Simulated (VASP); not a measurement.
VASP runs on CdSe (space group F-43m) share one base input (PBEsol GGA, plane waves, VASP's PBE PAW potentials (set 64)) and change the settings named in each case.

INCAR:
```
LREAL = F
ENCUT = 300   # plane-wave cut-off (eV)
LWAVE = F
PREC = Accurate
EDIFF = 1E-6
GGA = PS
SYSTEM = CdSe
LCHARG = F
SIGMA = 0.01   # width (eV)
ISMEAR = 0
ISIF = 2   # forces and stress, cell fixed
ALGO = Normal   # blocked Davidson
LMAXMIX = 4
NELM = 100   # most electronic steps
LASPH = T
```

KPOINTS:
```
Automatic mesh
0
Gamma
5 5 5
0 0 0
```

POSCAR:
```
CdSe
1
    0.0000000000     3.0493920000     3.0493920000
    3.0493920000     0.0000000000     3.0493920000
    3.0493920000     3.0493920000     0.0000000000
Cd Se
1 1
Direct
  0.0000000000   0.0000000000   0.0000000000
  0.7500000000   0.7500000000   0.7500000000
```

POTCAR, in this order: Cd Se (PBE.64 set). Program: vasp_std.

| change | E(σ→0) (eV/atom) | pressure (GPa) | −TS (eV) |
|---|---|---|---|
| base run | -3.0804 | -0.07 | 0.0000 |
| EDIFF = 1E-09, ENCUT = 420, KPOINTS 7×7×7 Γ-centred mesh | -3.0875 | -0.37 | 0.0000 |
| ENCUT = 240, KPOINTS 6×6×6 Γ-centred mesh | -3.0661 | -7.90 | 0.0000 |
| EDIFF = 1E-04, ENCUT = 150, GGA removed, ISMEAR = -1, SIGMA = 0.136, KPOINTS 2×2×2 Γ-centred mesh, POTCAR Cd Se (LDA.64 set) | 1.1634 | -228.96 | -0.0785 |
| ENCUT = 180, SIGMA = 0.2, KPOINTS 3×3×3 Γ-centred mesh shifted by (0.5, 0.5, 0.5) | -2.1756 | -90.31 | 0.0000 |
| ENCUT = 180, GGA removed, ISMEAR = 1, SIGMA = 0.272, KPOINTS 1×1×1 Γ-centred mesh, POTCAR Cd Se (LDA.64 set) | 2.0615 | -23.49 | -0.2221 |
| AEXX = 0.2, AGGAC = 0.81, AGGAX = 0.72, ALDAC = 0.19, GGA = B3, HFRCUT = -1, ISYM = 3, LHFCALC = .TRUE., PRECFOCK = Fast, KPOINTS 4×4×4 Γ-centred mesh | -3.0466 | (withheld) | 0.0000 |
| AEXX = 0.25, GGA = PE, HFSCREEN = 0.2, ISYM = 3, LHFCALC = .TRUE., PRECFOCK = Fast, KPOINTS 4×4×4 Γ-centred mesh | -3.4050 | 1.48 | 0.0000 |

Some entries are withheld; supply them.

- AEXX = 0.2, AGGAC = 0.81, AGGAX = 0.72, ALDAC = 0.19, GGA = B3, HFRCUT = -1, ISYM = 3, LHFCALC = .TRUE., PRECFOCK = Fast, KPOINTS 4×4×4 Γ-centred mesh, pressure (GPa): 3.97

Energies of different potentials or functionals have different zeros.  At 300 eV the pressure can carry a Pulay error.

Left out are runs that ran out of time, are held back, or changed the cell or the kind of run, fixed moments of cells without a moment, rows past the twelfth, gaps on odd meshes, pressures of charged cells and columns that move by less than the noise.

The structure comes from a computed database's CdSe entry; how it stands against other phases isn't given here. The cell was not relaxed at this level, its lattice was scaled by up to 2.5 %.
